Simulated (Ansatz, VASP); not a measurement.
# Cross-check of TiNb (Nb-Ti stack, (111) layers) between VASP and Ansatz, part 2 of 2

Aim: how closely do two programs agree when they are given the same cell, functional and k mesh? Of the first pair: The structure shown is the start of the Ansatz relaxation below; VASP solves that cell, so the two are compared at the walk's first step.

VASP 6.6.1 and Ansatz 0.2.0.

So far. Step 3 (VASP: single point, PBEsol, start cell, pair 1): The run ends at a pressure of -2.30 GPa, with forces up to 0.50 eV/Å.

**6. VASP: single point, PBEsol, relaxed cell, pair 2**

Level of this step: PBEsol; plane waves and PAW (Nb_sv, Ti_sv) (VASP).

The same cell, functional, mesh and smearing now go to VASP, with its own data sets.

Input file INCAR:

```
SYSTEM = TiNb
PREC = Accurate
ENCUT = 400
EDIFF = 1E-06
NELM = 120
ISMEAR = 0
SIGMA = 0.1
LREAL = .FALSE.
ALGO = Normal
GGA = PS
NBANDS = 18
LASPH = .TRUE.
LORBIT = 11
LWAVE = .FALSE.
LCHARG = .FALSE.
ISIF = 2
LDIPOL = .TRUE.
IDIPOL = 3
DIPOL = 0.5 0.5 0.234
LVHAR = .TRUE.
GGA_COMPAT = .FALSE.
NELMDL = -8
KPAR = 2
```

Input file POSCAR:

```
TiNb
1.0
    2.7636028951      0.0000027297      0.0000000000
   -1.3818038115      2.3933489483      0.0000000000
    0.0000000000      0.0000000000     28.5726751719
Nb Ti
1 1
Direct
    0.0000000000      0.0000000000      0.1918143079
    0.3333333333      0.6666666667      0.2766871509
```

Input file KPOINTS:

```
Automatic mesh
0
Gamma
12 12 1
0 0 0
```

Potentials, in the order of the species: Nb_sv and Ti_sv (PBE family, release 64).

Run with:

```console
$ mpirun -np 2 vasp_std
```

Numbers of over 12 decimals in the logs are rounded to 6 here.

The program printed:

```text
[banner, memory and clock lines left out]
running    2 mpi-ranks, on    1 nodes
[...]
[... a notice as in an earlier step ...]

 LDA part: xc-table for (Slater+PW92), standard interpolation
 POSCAR, INCAR and KPOINTS ok, starting setup
[...]
entering main loop
       N       E                     dE             d eps       ncg     rms          rms(c)
DAV:   1     0.181327098730E+03    0.18133E+03   -0.12723E+04   940   0.954E+02
DAV:   2     0.564009120510E+01   -0.17569E+03   -0.17373E+03   930   0.324E+02
DAV:   3    -0.177928406465E+02   -0.23433E+02   -0.22988E+02  1272   0.868E+01
DAV:   4    -0.193892462005E+02   -0.15964E+01   -0.15891E+01   954   0.245E+01
[...]
DAV:  28    -0.171026344412E+02   -0.24750E-05   -0.10510E-07   438   0.138E-03    0.416E-04
DAV:  29    -0.171026355060E+02   -0.10648E-05   -0.67321E-08   406   0.944E-04    0.811E-05
DAV:  30    -0.171026358163E+02   -0.31033E-06   -0.19197E-08   378   0.559E-04
   1 F= -.17102636E+02 E0= -.17096660E+02  d E =-.119521E-01
```

OUTCAR, selected parts (step 6):

```text
  Total       -0.2086418     -0.2086418     -0.2096695     -0.0000000      0.0000000     -0.0000000
  in kB       -1.7688016     -1.7688016     -1.7775140     -0.0000000      0.0000000     -0.0000000
  external PRESSURE =      -1.7717057 kB  Pullay stress =       0.0000000 kB

 POSITION                                       TOTAL-FORCE (eV/Angst)
 -----------------------------------------------------------------------------------
      0.00000      0.00000      5.48065         0.000000     -0.000000      0.008368
     -0.00000      1.59557      7.90569        -0.000000      0.000000     -0.008368
 -----------------------------------------------------------------------------------
    total drift:                                0.000000     -0.000000      0.000466

  FREE ENERGIE OF THE ION-ELECTRON SYSTEM (eV)
  ---------------------------------------------------
  free  energy   TOTEN  =       -17.1026358163 eV

  energy  without entropy=      -17.0906837580  energy(sigma->0) =      -17.09665979

[... 1 part as in an earlier step ...]

[... 2 further parts left out ...]
[key lines of the parts left out:]
E-fermi :  -1.8739
```

The run ends at a pressure of -0.18 GPa, with forces up to 0.0084 eV/Å.

**7. Comparison**

The largest component of a force difference here is 11 meV/Å. Where the cell holds vacuum, a pressure given here is an average over it and none of the material.

**8. Ansatz: relaxation, PBEsol**

This run makes the geometry at which the two programs are then compared.

The structure compared here is the end of the Ansatz relaxation.

Input file input.yaml:

```yaml
crystal:
  lattice:
    - [2.7636028951, 2.7297e-06, 0.0]
    - [-1.3818038115, 2.3933489483, 0.0]
    - [0.0, 0.0, 28.5726751719]
  atoms:
    - { symbol: Nb, position: [0.0, 0.0, 0.1918143079] }
    - { symbol: Ti, position: [0.3333333333, 0.6666666667, 0.2766871509] }
  periodic: [true, true, false]
kpoints:
  mp_grid: { grid: [12, 12, 1] }
hamiltonian:
  xc: pbesol
  pseudopotentials: { kind: paw, azcp: { folder: soft_1 }, xc_functional: pbe }
scf:
  occupations: { method: methfessel_paxton, width: 0.2 }
output:
  forces: true
  stress: true
  eigenvalues: true
relax:
  adjacent_minimum: "off"
  f_tol: 0.001
  max_steps: 60
  cell: { stress_2d_tol: 0.002 }
```

Run with:

```console
$ ansatz run input.yaml --threads 4 --pin off --max-ram 12288MiB --backend cpu --events-out ev --progress --plain --runs-dir out
```

The program printed:

```text
[...]
Crystal: 2 atoms, lattice volume = 188.987 Å³
Basis set: ecut = 420 eV, 3677 PW (Γ), exchange–correlation on 40×40×384 points (8 copies of the dense FFT grid, shifted against one another)
Bands: 17, of which v1, the nominal top of the filled ones, is band 13 counted from 1 (12 counted from 0)
Symmetry: 6 space group operations
[...]
k-points: 19 of 144 (time reversal used)
[...]
k-point 18: bands = [... 9 lower, -5.9633, -5.5084, -4.8815, -4.8003, -4.5067, -4.4843, -2.6712, -1.7414]
--- Relaxed structure (4 steps of the walk, 4 accepted, 1 SCFs on fresh bases) ---
[...]
cell:  # Å, volume = 188.7157 Å³
    - [2.761615, 2.727714150322987e-6, 0]
    - [-1.380810, 2.391628, 0]
    - [0, 0, 28.5726751719]
  atoms:
    - { symbol: Nb, position: [0, -3.701084931825913e-17, 0.191757] }
    - { symbol: Ti, position: [0.333333, 0.666667, 0.276745] }
[key lines of the parts left out:]
SCF converged after 9 iterations
Free energy (F): -6967.188675 eV
Fermi energy:    -4.655212 eV
P = ½ c Tr σ = -0.0001 N/m
```

**9. VASP: single point, PBEsol, relaxed cell, pair 3**

The same cell, functional, mesh and smearing now go to VASP, with its own data sets.

Edit INCAR of step 6 so:

```diff
@@ -5,4 +5,4 @@
 NELM = 120
-ISMEAR = 0
-SIGMA = 0.1
+ISMEAR = 1
+SIGMA = 0.2
 LREAL = .FALSE.
```

Input file POSCAR:

```
TiNb
1.0
    2.7616154792      0.0000027277      0.0000000000
   -1.3808101018      2.3916277966      0.0000000000
    0.0000000000      0.0000000000     28.5726751719
Nb Ti
1 1
Direct
    0.0000000000      0.0000000000      0.1917566104
    0.3333333333      0.6666666667      0.2767448484
```

KPOINTS is that of step 6.

Run with:

```console
$ mpirun -np 2 vasp_std
```

The program printed:

```text
[... set-up lines as in an earlier step ...]
 entering main loop
       N       E                     dE             d eps       ncg     rms          rms(c)
DAV:   1     0.193629644882E+03    0.19363E+03   -0.12473E+04   916   0.948E+02
DAV:   2     0.686769254563E+01   -0.18676E+03   -0.18441E+03   910   0.333E+02
DAV:   3    -0.176838452266E+02   -0.24552E+02   -0.24202E+02  1292   0.907E+01
DAV:   4    -0.193649594431E+02   -0.16811E+01   -0.16743E+01   954   0.249E+01
[...]
DAV:  27    -0.170928173409E+02   -0.57141E-05   -0.25293E-07   458   0.147E-03    0.289E-04
DAV:  28    -0.170928193968E+02   -0.20559E-05   -0.11305E-07   424   0.133E-03    0.628E-04
DAV:  29    -0.170928201643E+02   -0.76746E-06   -0.74019E-08   390   0.103E-03
   1 F= -.17092820E+02 E0= -.17095431E+02  d E =0.783326E-02
```

OUTCAR, selected parts (step 9):

```text
  Total       -0.2130348     -0.2130348     -0.2172216     -0.0000000     -0.0000000     -0.0000000
  in kB       -1.8086440     -1.8086440     -1.8441903     -0.0000000     -0.0000000     -0.0000000
  external PRESSURE =      -1.8204927 kB  Pullay stress =       0.0000000 kB

 POSITION                                       TOTAL-FORCE (eV/Angst)
 -----------------------------------------------------------------------------------
      0.00000      0.00000      5.47900        -0.000000      0.000000      0.011341
     -0.00000      1.59442      7.90734         0.000000     -0.000000     -0.011341
 -----------------------------------------------------------------------------------
    total drift:                                0.000000     -0.000000      0.000475

  FREE ENERGIE OF THE ION-ELECTRON SYSTEM (eV)
  ---------------------------------------------------
  free  energy   TOTEN  =       -17.0928201643 eV

  energy  without entropy=      -17.1006534193  energy(sigma->0) =      -17.09543125

[... 1 part as in an earlier step ...]

[... 2 further parts left out ...]
[key lines of the parts left out:]
E-fermi :  -1.8722
```

The run ends at a pressure of -0.18 GPa, with forces up to 0.011 eV/Å.

**10. Differences**

The largest component of a force difference here is 11 meV/Å. Where the cell holds vacuum, a pressure given here is an average over it and none of the material.

**11. Outcome**

| Property | Result |
| --- | --- |
| r.m.s. force difference (single point, PBEsol, start cell, pair 1) | 1.6 % of the r.m.s. force |
| r.m.s. force difference (single point, PBEsol, relaxed cell, pair 2) | 6.6 meV/Å |
| r.m.s. force difference (single point, PBEsol, relaxed cell, pair 3) | 6.6 meV/Å |

The r.m.s. force difference is 6.6 meV/Å (single point, PBEsol, relaxed cell, pair 3), within the 12 meV/Å picked in this series as the mark of a large difference. Such differences can come from data sets, numerical settings and the points named under the comparisons, not from the functional's error against experiment.

[Lines on the potential files, build, host, timing and source positions are cut from VASP's logs without a mark.]

[Logs are printed without paths, hosts, clocks, repeated set-up lines and the standing remarks that a program may print on its own settings, such as how far it seeks lower states.]

[Hosts, paths, dates, database ids (printed as entryN), source tags and the programs' standing remarks are cut or masked in the printed files.]
